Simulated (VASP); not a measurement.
```xyz
4
Lattice="4.1630 2.0746 2.0746 2.0746 4.1630 2.0746 2.0746 2.0746 4.1630" Properties=species:S:1:pos:R:3 pbc="T T T"
Ni     0.0000     0.0000     0.0000
Ni     4.1561     4.1561     4.1561
O      2.0781     2.0781     2.0781
O      6.2342     6.2342     6.2342
```
Starting moments (μB, in the order of the record's atoms Ni Ni O O): 1.4 -1.4 0.0 0.0.

Level of theory: TPSS meta-GGA, VASP's PBE PAW potentials (set 64) (plane waves; VASP). Numerical set-up: 520 eV cut-off, 10×10×10 Γ-centred mesh, tetrahedra with Blöchl corrections, potentials Ni O.

Q: Give the spin-up energies of bands 6 to 19 at the high-symmetry points, in eV from the valence-band maximum.

A: 
```csv
band,Γ,T,H2,L,S0,F
6,-2.16,-4.46,-5.41,-4.80,-5.30,-4.84
7,-2.16,-3.55,-4.62,-4.70,-4.71,-3.52
8,-2.12,-3.55,-4.44,-3.99,-4.46,-3.48
9,-1.92,-1.79,-1.47,-1.97,-1.45,-2.75
10,-1.92,-1.79,-1.36,-1.33,-1.30,-1.46
11,-1.81,-1.35,-1.25,-1.15,-1.27,-1.23
12,-1.50,-0.88,-0.91,-0.95,-0.92,-0.89
13,-1.50,-0.88,-0.58,-0.53,-0.59,-0.84
14,-0.61,-0.73,-0.51,-0.38,-0.55,-0.38
15,-0.61,-0.04,-0.30,-0.30,-0.32,-0.34
16,-0.37,-0.04,-0.23,-0.22,-0.23,-0.22
17,2.27,1.96,1.98,1.95,2.00,2.49
18,2.42,1.96,2.07,1.96,2.06,2.57
19,2.42,4.99,9.30,8.31,9.49,6.21
```

Q: Give the spin-down energies of bands 6 to 19 at the high-symmetry points, in eV from the valence-band maximum.

A: 
| band | Γ | T | H2 | L | S0 | F |
|---|---|---|---|---|---|---|
| 6 | -2.16 | -4.46 | -5.41 | -4.80 | -5.30 | -4.84 |
| 7 | -2.16 | -3.55 | -4.62 | -4.70 | -4.71 | -3.52 |
| 8 | -2.12 | -3.55 | -4.44 | -3.99 | -4.46 | -3.48 |
| 9 | -1.92 | -1.79 | -1.47 | -1.97 | -1.45 | -2.75 |
| 10 | -1.92 | -1.79 | -1.36 | -1.33 | -1.30 | -1.46 |
| 11 | -1.81 | -1.35 | -1.25 | -1.15 | -1.27 | -1.23 |
| 12 | -1.50 | -0.88 | -0.91 | -0.95 | -0.92 | -0.89 |
| 13 | -1.50 | -0.88 | -0.58 | -0.53 | -0.59 | -0.84 |
| 14 | -0.61 | -0.73 | -0.51 | -0.38 | -0.55 | -0.38 |
| 15 | -0.61 | -0.04 | -0.30 | -0.30 | -0.32 | -0.34 |
| 16 | -0.37 | -0.04 | -0.23 | -0.22 | -0.23 | -0.22 |
| 17 | 2.27 | 1.96 | 1.98 | 1.95 | 2.00 | 2.49 |
| 18 | 2.42 | 1.96 | 2.07 | 1.96 | 2.06 | 2.57 |
| 19 | 2.42 | 4.99 | 9.30 | 8.31 | 9.49 | 6.21 |

The gap is indirect, 1.33 eV, from the valence maximum at (0.30, 0.30, 0.10) to the conduction minimum at (0.50, 0.30, 0.30).

The compound is NiO in the rock salt, AFM-II order structure. It was relaxed first.
